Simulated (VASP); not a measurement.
# Adsorption sites of OH on Al(111), part 2 of 8

Which site of Al(111) does OH prefer, and what does it do to the work function?

VASP 6.6.1, plane waves and PAW; the level of theory is named at each step.

So far. Step 3 (The bulk reference, job self-consistent run, k-mesh …): The run ends at a pressure of 0.04 GPa.

### Step 4. Relaxing the slab

Level of this step: RPBE; plane waves and PAW (Al) (VASP).

System of this step: Al(111). The cell holds 12 atoms: 12 Al. Its edges and angles: a = 5.743 Å, b = 5.743 Å, c = 19.689 Å, α = 90.0°, β = 90.0°, γ = 60.0°. It derives from Al. 3 layers of fcc Al, cut at this functional's lattice. Vacuum lies along c.

The free atoms relax, while those held by selective dynamics keep their cut positions.

Contents of INCAR:

```
SYSTEM = Al
PREC = Normal
ENCUT = 440
EDIFF = 1E-05
NELM = 120
ISMEAR = 1
SIGMA = 0.15
LREAL = .FALSE.
ALGO = Fast
GGA = RP
NBANDS = 30
LORBIT = 11
LWAVE = .FALSE.
LCHARG = .FALSE.
KPAR = 4
IBRION = 2
NSW = 40
ISIF = 2
EDIFFG = -0.03
POTIM = 0.4
MAXMIX = 40
IDIPOL = 3
LDIPOL = .TRUE.
DIPOL = 0.5 0.5 0.5
```

Contents of POSCAR:

```
Al
1.0
    5.7429020072      0.0000000000      0.0000000000
    2.8714510036      4.9734990297      0.0000000000
    0.0000000000      0.0000000000     19.6890598535
Al
12
Selective dynamics
Direct
    0.1666666700      0.1666666700      0.3809222000  F F F
    0.6666666700      0.1666666700      0.3809222000  F F F
    0.1666666700      0.6666666700      0.3809222000  F F F
    0.6666666700      0.6666666700      0.3809222000  F F F
    0.8333333300      0.3333333300      0.5000000000  T T T
    0.3333333300      0.3333333300      0.5000000000  T T T
    0.8333333300      0.8333333300      0.5000000000  T T T
    0.3333333300      0.8333333300      0.5000000000  T T T
    0.0000000000      0.0000000000      0.6190778000  T T T
    0.5000000000      0.0000000000      0.6190778000  T T T
    0.0000000000      0.5000000000      0.6190778000  T T T
    0.5000000000      0.5000000000      0.6190778000  T T T
```

Contents of KPOINTS:

```
Automatic mesh
0
Gamma
6 6 1
0 0 0
```

The projector-augmented-wave data sets are Al (PBE family, release 64).

The run is started by

```bash
$ mpirun -np 4 vasp_std
```

Log:

```text
[banner, memory and clock lines left out]
running    4 mpi-ranks, on    1 nodes
 distrk:  each k-point on    1 cores,    4 groups
 distr:  one band on    1 cores,    1 groups

 POSCAR found type information on POSCAR Al
 POSCAR found :  1 types and      12 ions
 [... a notice as in an earlier step ...]

 LDA part: xc-table for (Slater+PW92), standard interpolation
 POSCAR, INCAR and KPOINTS ok, starting setup
 FFT: planning ... GRIDC
 FFT: planning ... GRID_SOFT
 FFT: planning ... GRID
 WAVECAR not read
 entering main loop
       N       E                     dE             d eps       ncg     rms          rms(c)
DAV:   1     0.108086110139E+03    0.10809E+03   -0.98673E+03   420   0.743E+02
DAV:   2    -0.337567005275E+02   -0.14184E+03   -0.13510E+03   586   0.132E+02
DAV:   3    -0.412736329606E+02   -0.75169E+01   -0.73200E+01   508   0.307E+01
DAV:   4    -0.416021234759E+02   -0.32849E+00   -0.32810E+00   684   0.777E+00
DAV:   5    -0.416105414370E+02   -0.84180E-02   -0.84177E-02   694   0.120E+00    0.656E+00
RMM:   6    -0.398271120076E+02    0.17834E+01   -0.34068E+00   428   0.273E+00    0.371E+00
RMM:   7    -0.395744398228E+02    0.25267E+00   -0.69847E-01   434   0.218E+00    0.148E+00
RMM:   8    -0.395113731675E+02    0.63067E-01   -0.22336E-01   434   0.145E+00    0.387E-01
RMM:   9    -0.394987118659E+02    0.12661E-01   -0.63084E-02   446   0.789E-01    0.186E-01
RMM:  10    -0.394921977549E+02    0.65141E-02   -0.15333E-02   442   0.473E-01    0.135E-01
RMM:  11    -0.394884122964E+02    0.37855E-02   -0.62324E-03   456   0.287E-01    0.888E-02
RMM:  12    -0.394866050316E+02    0.18073E-02   -0.83279E-03   436   0.241E-01    0.482E-02
RMM:  13    -0.394868799140E+02   -0.27488E-03   -0.12149E-03   480   0.124E-01    0.288E-02
RMM:  14    -0.394872448106E+02   -0.36490E-03   -0.50036E-04   427   0.929E-02    0.234E-02
RMM:  15    -0.394871210005E+02    0.12381E-03   -0.49084E-04   393   0.630E-02    0.898E-03
RMM:  16    -0.394879302073E+02   -0.80921E-03   -0.14794E-04   353   0.405E-02    0.464E-03
RMM:  17    -0.394884238329E+02   -0.49363E-03   -0.11013E-04   339   0.280E-02    0.394E-03
RMM:  18    -0.394885745389E+02   -0.15071E-03   -0.30421E-05   294   0.165E-02    0.506E-03
RMM:  19    -0.394886180520E+02   -0.43513E-04   -0.11448E-05   277   0.108E-02    0.345E-03
RMM:  20    -0.394886229891E+02   -0.49372E-05   -0.19398E-06   226   0.719E-03
   1 F= -.39488623E+02 E0= -.39486186E+02  d E =-.394886E+02
 curvature:   0.00 expect dE= 0.000E+00 dE for cont linesearch  0.000E+00
 trial: gam= 0.00000 g(F)=  0.122E-02 g(S)=  0.000E+00 ort = 0.000E+00 (trialstep = 0.100E+01)
 search vector abs. value=  0.122E-02
 bond charge predicted
       N       E                     dE             d eps       ncg     rms          rms(c)
DAV:   1    -0.394897893593E+02   -0.11713E-02   -0.53888E-03   476   0.306E-01    0.258E-02
RMM:   2    -0.394897908387E+02   -0.14794E-05   -0.33529E-04   420   0.804E-02    0.212E-02
RMM:   3    -0.394897693281E+02    0.21511E-04   -0.10468E-04   438   0.464E-02    0.103E-02
RMM:   4    -0.394897975657E+02   -0.28238E-04   -0.68185E-05   411   0.293E-02    0.179E-02
RMM:   5    -0.394897849545E+02    0.12611E-04   -0.12860E-05   276   0.173E-02    0.204E-02
RMM:   6    -0.394897856671E+02   -0.71262E-06   -0.35846E-06   254   0.109E-02
   2 F= -.39489786E+02 E0= -.39487434E+02  d E =-.116268E-02
[...]
3 F= -.39492583E+02 E0= -.39490522E+02  d E =-.396030E-02
[...]
4 F= -.39494758E+02 E0= -.39493368E+02  d E =-.613528E-02
[...]
5 F= -.39496211E+02 E0= -.39494979E+02  d E =-.145260E-02
[...]
6 F= -.39499397E+02 E0= -.39498646E+02  d E =-.463840E-02
 curvature:  -6.98 expect dE=-0.298E-02 dE for cont linesearch -0.981E-03
 ZBRENT: increasing intervall
 opt :  11.5917  next Energy=   -39.500267 (dE=-0.551E-02)
 bond charge predicted
       N       E                     dE             d eps       ncg     rms          rms(c)
DAV:   1    -0.394994109574E+02   -0.17525E-04   -0.46106E-01   438   0.319E+00    0.302E-01
RMM:   2    -0.394991742925E+02    0.23666E-03   -0.18818E-02   442   0.716E-01    0.105E-01
RMM:   3    -0.394998323879E+02   -0.65810E-03   -0.62331E-03   524   0.377E-01    0.187E-01
RMM:   4    -0.394999218350E+02   -0.89447E-04   -0.89722E-04   545   0.140E-01    0.242E-01
RMM:   5    -0.394999306769E+02   -0.88419E-05   -0.94551E-05   369   0.447E-02
   7 F= -.39499931E+02 E0= -.39500165E+02  d E =-.517241E-02
 curvature:  -6.20 expect dE=-0.534E-03 dE for cont linesearch -0.531E-03
 trial: gam= 0.00000 g(F)=  0.861E-04 g(S)=  0.000E+00 ort =-0.503E-03 (trialstep = 0.325E+01)
 search vector abs. value=  0.861E-04
 reached required accuracy - stopping structural energy minimisation
```

Wall time 3 min (4 MPI ranks of Intel Xeon Platinum 8175M at 2.50GHz (Skylake/Cascade Lake), shared host); peak memory 1.4 GiB; 11 min of CPU time.

Parts of OUTCAR (step 4):

```text
  LATTYP: Found a hexagonal cell.
 ALAT       =     5.7429020072
 C/A-ratio  =     3.4284164746

 Subroutine GETGRP returns: Found 12 space group operations
 (whereof  6 operations were pure point group operations)

The static configuration has the point symmetry C_3v.
 The point group associated with its full space group is D_3d.

 Found      7 irreducible k-points:

   k-points           NKPTS =      7   k-points in BZ     NKDIM =      7   number of bands    NBANDS=     30

   dimension x,y,z NGX =    30 NGY =   30 NGZ =  108
   dimension x,y,z NGXF=    60 NGYF=   60 NGZF=  216

   ENCUT  =  440.0 eV  32.34 Ry    5.69 a.u.   9.82  9.82 33.68*2*pi/ulx,y,z

   NELECT =      36.0000    total number of electrons

 dipolmoment           0.000000      0.000000      0.001347 electrons x Angstroem

 E-fermi :   0.3925

 k-point     1 :       0.0000    0.0000    0.0000
  band No.  band energies     occupation
    ...
     18       0.0162      2.00223
     19       0.0162      2.00223
     20       0.2540      2.03058
     21       0.2540      2.03058
     22       0.2540      2.03058
     23       0.9421     -0.00000
     24       2.9778     -0.00000
     25       2.9778     -0.00000
     26       2.9778     -0.00000
     27       3.0277     -0.00000
    ...

 k-point     2 :       0.1667    0.0000    0.0000
  band No.  band energies     occupation
    ...
     15      -1.5177      2.00000
     16      -1.5177      2.00000
     17      -0.5840      2.00000
     18      -0.5840      2.00000
     19      -0.4444      2.00000
     20       1.0974     -0.00000
     21       1.1797     -0.00000
     22       1.1797     -0.00000
     23       1.2783     -0.00000
     24       2.1647     -0.00000
    ...

  Total       -2.5105617     -2.5105617      0.4943825      0.0000000      0.0000000      0.0000000
  in kB       -7.1525856     -7.1525856      1.4084947      0.0000000      0.0000000      0.0000000
  external PRESSURE =      -4.2988922 kB  Pullay stress =       0.0000000 kB

  energy-cutoff  :      440.00
  volume of cell :      562.37
      direct lattice vectors                 reciprocal lattice vectors
     5.742902007  0.000000000  0.000000000     0.174127993 -0.100532844  0.000000000
     2.871451004  4.973499030  0.000000000     0.000000000  0.201065687  0.000000000
     0.000000000  0.000000000 19.689059854     0.000000000  0.000000000  0.050789627

 POSITION                                       TOTAL-FORCE (eV/Angst)
 -----------------------------------------------------------------------------------
      1.43573      0.82892      7.50000         0.000000     -0.000000     -0.033227
      4.30718      0.82892      7.50000         0.000000      0.000000     -0.033227
      2.87145      3.31567      7.50000         0.000000     -0.000000     -0.033227
      5.74290      3.31567      7.50000        -0.000000      0.000000     -0.033227
      5.74290      1.65783      9.80216        -0.000000      0.000000      0.014881
      2.87145      1.65783      9.80216        -0.000000      0.000000      0.014881
      7.17863      4.14458      9.80216        -0.000000     -0.000000      0.014881
      4.30718      4.14458      9.80216        -0.000000      0.000000      0.014881
      5.74290      0.00000     12.10955        -0.000000     -0.000000      0.018346
      2.87145      0.00000     12.10955        -0.000000      0.000000      0.018346
      1.43573      2.48675     12.10955        -0.000000     -0.000000      0.018346
      4.30718      2.48675     12.10955        -0.000000     -0.000000      0.018346
 -----------------------------------------------------------------------------------
    total drift:                               -0.000001     -0.000001      0.000792

  FREE ENERGIE OF THE ION-ELECTRON SYSTEM (eV)
  ---------------------------------------------------
  free  energy   TOTEN  =       -39.4999306769 eV

  energy  without entropy=      -39.5006337519  energy(sigma->0) =      -39.50016504

 vacuum level on the upper side and lower side of the slab         3.997         4.079

 total charge
# of ion       s       p       d       tot
------------------------------------------
    1        0.451   0.309   0.000   0.760
    2        0.451   0.309   0.000   0.760
    3        0.451   0.309   0.000   0.760
    4        0.451   0.309   0.000   0.760
    5        0.434   0.341   0.000   0.774
    6        0.434   0.341   0.000   0.774
    7        0.434   0.341   0.000   0.774
    8        0.434   0.341   0.000   0.774
    9        0.452   0.308   0.000   0.760
   10        0.452   0.308   0.000   0.760
   11        0.452   0.308   0.000   0.760
   12        0.452   0.308   0.000   0.760
--------------------------------------------------
tot          5.346   3.828   0.000   9.174

[... 1 part as in an earlier step ...]

[... 7 further parts left out ...]
```

The run keeps the 6 symmetry operations of its start, so it cannot find a distortion of lower symmetry.

Relaxation path:

```csv
step,energy less that of the first step (eV),largest force (eV/Å)
1,0.0000,0.0890
2,-0.0012,0.0802
3,-0.0040,0.0536
4,-0.0061,0.0947
5,-0.0076,0.0839
6,-0.0108,0.0521
7,-0.0113,0.0184
```

The atoms that moved most (Å):

```csv
atom,dx,dy,dz,length
Al12,0.000,0.000,-0.080,0.080
Al11,0.000,0.000,-0.080,0.080
Al10,0.000,0.000,-0.080,0.080
Al9,0.000,0.000,-0.080,0.080
Al8,0.000,0.000,-0.042,0.042
Al7,0.000,0.000,-0.042,0.042
Al6,0.000,0.000,-0.042,0.042
Al5,0.000,0.000,-0.042,0.042
```

Final coordinates:

```xyz
12
Lattice="5.7429 0.0000 0.0000 2.8715 4.9735 0.0000 0.0000 0.0000 19.6891" Properties=species:S:1:pos:R:3
Al    1.4357    0.8289    7.5000
Al    4.3072    0.8289    7.5000
Al    2.8715    3.3157    7.5000
Al    5.7429    3.3157    7.5000
Al    5.7429    1.6578    9.8022
Al    2.8715    1.6578    9.8022
Al    7.1786    4.1446    9.8022
Al    4.3072    4.1446    9.8022
Al    0.0000    0.0000   12.1096
Al    2.8715    0.0000   12.1096
Al    1.4357    2.4867   12.1096
Al    4.3072    2.4867   12.1096
```

Numbers from this step:

- electronic cycles: 50
- electrons: 36
- free energy (TOTEN): -39.50 eV
- energy at zero smearing: -39.50 eV
- Fermi energy: 0.3925 eV
- dipole moment: 0, 0, 0.001347 e·Å

The run ended after 7 ionic steps, 0.011 eV below its first step, once the forces on the free atoms met EDIFFG = -0.03.

[end of part 2 of 8]

[Lines on the potential files, build, host, timing and source positions are cut from VASP's logs without a mark.]

[Logs are printed without paths, hosts, clocks, repeated set-up lines and the standing remarks that a program may print on its own settings, such as how far it seeks lower states.]

[Hosts, paths, dates, database ids (printed as entryN), source tags and the programs' standing remarks are cut or masked in the printed files.]

[Runs that stopped without an error message from VASP are left out.]
